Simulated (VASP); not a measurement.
**Th2N3: X-ray absorption with a core hole**

What does the core hole do to the absorption edge in Th2N3? The cell has space group P-3m1. The start is a cell from a database of measured crystal structures.

Calculated with VASP 6.6.1; LDA; plane waves and PAW (N, Th, N), in the first sound run; inputs show where later runs differ.

This is a report of a sequence of runs, with most program output left out.

### 1. Starting point

Symmetry: P-3m1, No. 164, trigonal system. Conventional cell: a = 3.885 Å, b = 3.885 Å, c = 6.185 Å, α = 90.00°, β = 90.00°, γ = 120.00°. Nearest to N lie 4 Th at 2.34 to 2.52 Å. Nearest to Th lie 7 N at 2.34 to 2.70 Å. Nearest to N lie 6 Th at 2.70 Å. Farther neighbours and most contacts between anions are not listed.

### 2. Supercell without a hole

The cell without a hole gives, with ICORELEVEL = 1, the Kohn-Sham core levels of the initial state. It is a supercell, which puts a hole 6.2 Å from its nearest image.

Contents of INCAR:

```
SYSTEM = Th2N3
PREC = Accurate
ENCUT = 400
EDIFF = 1E-05
NELM = 100
ISMEAR = 0
SIGMA = 0.05
LREAL = .FALSE.
ALGO = Normal
GGA = CA
NBANDS = 98
LASPH = .TRUE.
LWAVE = .FALSE.
LCHARG = .FALSE.
KPAR = 2
NCORE = 4
ICORELEVEL = 1
```

Contents of POSCAR:

```
Th2N3
1.0
    7.7710000000      0.0000000000      0.0000000000
   -3.8855000000      6.7298834128      0.0000000000
    0.0000000000      0.0000000000      6.1846000000
N Th N
1 8 11
Direct
    0.3333333334      0.1666666666      0.3502700000
    0.3333333334      0.1666666666      0.7583200000
    0.3333333333      0.6666666666      0.7583200000
    0.8333333334      0.1666666666      0.7583200000
    0.8333333334      0.6666666666      0.7583200000
    0.1666666666      0.3333333334      0.2416800000
    0.1666666666      0.8333333334      0.2416800000
    0.6666666667      0.3333333334      0.2416800000
    0.6666666666      0.8333333334      0.2416800000
    0.3333333333      0.6666666666      0.3502700000
    0.8333333334      0.1666666666      0.3502700000
    0.8333333334      0.6666666666      0.3502700000
    0.1666666666      0.3333333334      0.6497300000
    0.1666666666      0.8333333334      0.6497300000
    0.6666666667      0.3333333334      0.6497300000
    0.6666666666      0.8333333334      0.6497300000
    0.0000000000      0.0000000000      0.0000000000
    0.0000000000      0.5000000000      0.0000000000
    0.5000000000      0.0000000000      0.0000000000
    0.5000000000      0.5000000000      0.0000000000
```

Contents of KPOINTS:

```
Automatic mesh
0
Gamma
3 3 3
0 0 0
```

PAW data sets: N, Th and N (PBE family, release 64).

The run is started by

```
$ mpirun -np 8 vasp_std
```

Run time: 61 s. Hardware: 8 MPI ranks of AMD EPYC 7R13 (Zen 3), shared host; peak memory 1.5 GiB; 7.5 min of CPU time.

The k-mesh is coarse for a metal. These are scalar-relativistic Kohn-Sham levels of the ground state, with no core hole, so they are not binding energies. The PAW data sets were made with PBE, a small mismatch for LDA.

Numbers from this step:

- free energy (TOTEN): -204.7986 eV
- energy at zero smearing: -204.7820 eV
- Fermi energy: 5.733 eV
- pressure: -9.060 GPa

The two shallowest core shells; atoms whose shallowest level rounds to another's at 0.01 eV are left out. Core levels, by row:

| atom | shell | level below the Fermi level (eV) |
| --- | --- | --- |
| N1 | 1s | 374.8 |
| Th2 | 5p | 181 |
| Th2 | 5d | 81.4 |
| N17 | 1s | 375 |

### 3. K edge, Wyckoff site N d, full hole, excited electron kept

This step: supercell core-hole method, LDA, full hole, excited electron kept; plane waves and PAW (N, Th, N) (VASP 6.6.1).

One core electron of the first atom, a species of its own in POSCAR, is moved to the lowest empty state, so the cell stays neutral. NBANDS covers the range above the edge.

Contents of INCAR:

```
SYSTEM = Th2N3
PREC = Accurate
ENCUT = 400
EDIFF = 1E-06
NELM = 100
ISMEAR = 0
SIGMA = 0.05
LREAL = .FALSE.
ALGO = Normal
GGA = CA
NBANDS = 264
LASPH = .TRUE.
LWAVE = .FALSE.
LCHARG = .FALSE.
KPAR = 2
ICORELEVEL = 2
CLNT = 1
CLN = 1
CLL = 0
CLZ = 1
CH_LSPEC = .TRUE.
CH_NEDOS = 1500
CH_SIGMA = 0.5
```

POSCAR is that of step 2.

KPOINTS is that of step 2.

The run is started by

```
$ mpirun -np 8 vasp_std
```

The job ended after 2.4 min (8 MPI ranks; peak memory 1.8 GiB).

This run has no spin polarisation.

Numbers from this step:

| Quantity | Value |
| --- | --- |
| free energy (TOTEN) | -302.9857 eV |
| energy at zero smearing | -302.9740 eV |
| Fermi energy | 5.788 eV |
| pressure | -9.179 GPa |

The imaginary dielectric function times 10^5 has structure finer than the step of the table below, so its rows give means over 1 eV, whole bins alone (the curve runs from 387 to 432 eV). Peaks (eV: height): xx 395.8: 21.0, 400.2: 42.1, 414.0: 11.1; zz 393.5: 18.4, 395.8: 27.1, 399.0: 22.3, 405.9: 15.0, 416.6: 10.3.

Smoothed further by a Gaussian, to a width of roughly 1 to 1.2 eV in all; heights scale with one over the cell volume; the energy axis is the program's own, and the fall at its high end is where NBANDS ends. Imaginary dielectric function times 10^5 against photon energy; means over each step:

| photon energy (eV) | xx | zz |
| --- | --- | --- |
| 388 | 7.3e-5 | 5.3e-5 |
| 389 | 0.0520 | 0.0308 |
| 390 | 1.43 | 0.667 |
| 391 | 2.20 | 0.796 |
| 392 | 0.945 | 1.17 |
| 393 | 6.99 | 12.0 |
| 394 | 9.70 | 16.0 |
| 395 | 14.1 | 19.9 |
| 396 | 20.0 | 26.3 |
| 397 | 15.7 | 20.7 |
| 398 | 12.1 | 17.5 |
| 399 | 15.1 | 21.5 |
| 400 | 37.8 | 20.4 |
| 401 | 24.7 | 14.5 |
| 402 | 14.5 | 8.53 |
| 403 | 10.7 | 8.62 |
| 404 | 10.4 | 8.35 |
| 405 | 6.59 | 9.16 |
| 406 | 9.54 | 14.0 |
| 407 | 8.33 | 8.36 |
| 408 | 7.46 | 7.58 |
| 409 | 7.65 | 9.01 |
| 410 | 7.91 | 5.89 |
| 411 | 8.99 | 4.99 |
| 412 | 8.07 | 5.23 |
| 413 | 8.24 | 3.88 |
| 414 | 10.7 | 7.48 |
| 415 | 7.88 | 9.46 |
| 416 | 5.18 | 8.50 |
| 417 | 5.40 | 9.43 |
| 418 | 3.00 | 4.98 |
| 419 | 0.562 | 0.885 |
| 420 | 0.0197 | 0.0329 |
| 421 | 5.2e-5 | 1.1e-4 |

The smoothed xx curve reaches a tenth of its top at about 393 eV.

### 4. K edge, Wyckoff site N d, no hole

This step: supercell core-hole method, LDA, no hole; plane waves and PAW (N, Th, N) (VASP 6.6.1).

With CLZ = 0 the final states feel no hole, which shows what the hole does. NBANDS covers the range above the edge.

INCAR: that of step 3 with these lines changed.

```diff
@@ -19,3 +19,3 @@
 CLL = 0
-CLZ = 1
+CLZ = 0
 CH_LSPEC = .TRUE.
```

POSCAR is that of step 3.

KPOINTS is that of step 3.

The run is started by

```
$ mpirun -np 8 vasp_std
```

Elapsed: 2.3 min, on 8 MPI ranks; peak memory 1.8 GiB.

This step gave:

```yaml
free_energy_toten: -204.7986 eV
energy_at_zero_smearing: -204.7820 eV
fermi_energy: 5.733 eV
pressure: -9.081 GPa
```

The imaginary dielectric function times 10^5 has structure finer than the step of the table below, so its rows give means over 2 eV, whole bins alone (the curve runs from 386 to 431 eV). Peaks (eV: height): xx 390.6: 15.1, 396.4: 18.1, 400.8: 38.3, 414.5: 13.5; zz 390.5: 16.8, 393.8: 16.2, 396.7: 24.2, 399.4: 28.0, 406.5: 18.1, 416.9: 11.6.

Smoothed further by a Gaussian, to a width of roughly 1 to 1.2 eV in all; heights scale with one over the cell volume; the energy axis is the program's own, and the fall at its high end is where NBANDS ends. Imaginary dielectric function times 10^5 against photon energy; means over each step:

| photon energy (eV) | xx | zz |
| --- | --- | --- |
| 388 | 0.00987 | 0.0166 |
| 390 | 7.47 | 8.83 |
| 392 | 3.86 | 3.66 |
| 394 | 8.87 | 12.9 |
| 396 | 15.5 | 20.4 |
| 398 | 12.3 | 21.4 |
| 400 | 23.5 | 26.5 |
| 402 | 27.4 | 15.6 |
| 404 | 14.8 | 10.2 |
| 406 | 10.9 | 14.4 |
| 408 | 9.73 | 11.3 |
| 410 | 9.35 | 8.52 |
| 412 | 9.84 | 5.45 |
| 414 | 11.7 | 6.37 |
| 416 | 7.50 | 9.23 |
| 418 | 3.77 | 6.23 |
| 420 | 0.0750 | 0.0937 |
| 422 | 0 | 0 |

The smoothed xx curve reaches a tenth of its top at about 390 eV.

### 5. Summary

This step: supercell core-hole method, LDA; plane waves and PAW (VASP 6.6.1).

Derived from the runs above.

Core-hole runs:

| site | hole | cost (core minutes) |
| --- | --- | --- |
| N d | full hole, excited electron kept | 19.2 |
| N d | no hole | 18.27 |

### 6. What came out

- K edge of N d, full hole, excited electron kept: xx reaches a tenth of its top at 392.70 eV on the program's axis; share within the next 5 eV of the next 20 eV: 27 %
- K edge of N d, no hole: xx reaches a tenth of its top at 389.76 eV on the program's axis; share within the next 5 eV of the next 20 eV: 14 %

The N K edge, for light polarised along x, reaches a tenth of its top at 392.70 eV on the program's axis. That mark passes over any weaker pre-edge, and only dipole transitions enter. The electron from the core stays in the cell and fills some of the lowest empty states. Whether the program still counts those as final states wasn't checked, so features at and just under the onset are in doubt. Share of the first 20 eV of absorption, for light polarised along x, that lies within 5 eV of each run's own onset: 14 % with no hole and 27 % with full hole, excited electron kept. Taken from one common start instead, the shares differ otherwise, so they don't settle whether the hole draws weight to the edge. One site of the element was run (Wyckoff letter d). With 20 atoms and a 3×3×3 mesh the peak shapes still carry the imprint of the mesh, and the holes are close enough to feel one another. The fall at the high end is where NBANDS ends. The other core electrons stay frozen, so neither the program's energy axis nor the change of TOTEN is an excitation energy; spectra are aligned at the onset when set beside measurement. The given cell is kept, although it stands at -9.1 GPa at LDA and ENCUT = 400 eV, which holds the mismatch of the given cell with this functional, any error of the entry itself and any basis-set error. The atoms weren't relaxed and carry forces of up to 0.78 eV/Å at LDA in the cell without a hole, so the numbers belong to the given coordinates, and a relaxation would change them. Not tabulated here, as repeats of values shown or as unfit to read for their mesh, reference level or band range: core levels (K edge).

[Lines on the potential files, build, host, timing and source positions are cut from VASP's logs without a mark.]

[Logs are printed without paths, hosts, clocks, repeated set-up lines and the standing remarks that a program may print on its own settings, such as how far it seeks lower states.]

[Hosts, paths, dates, database ids (printed as entryN), source tags and the programs' standing remarks are cut or masked in the printed files.]
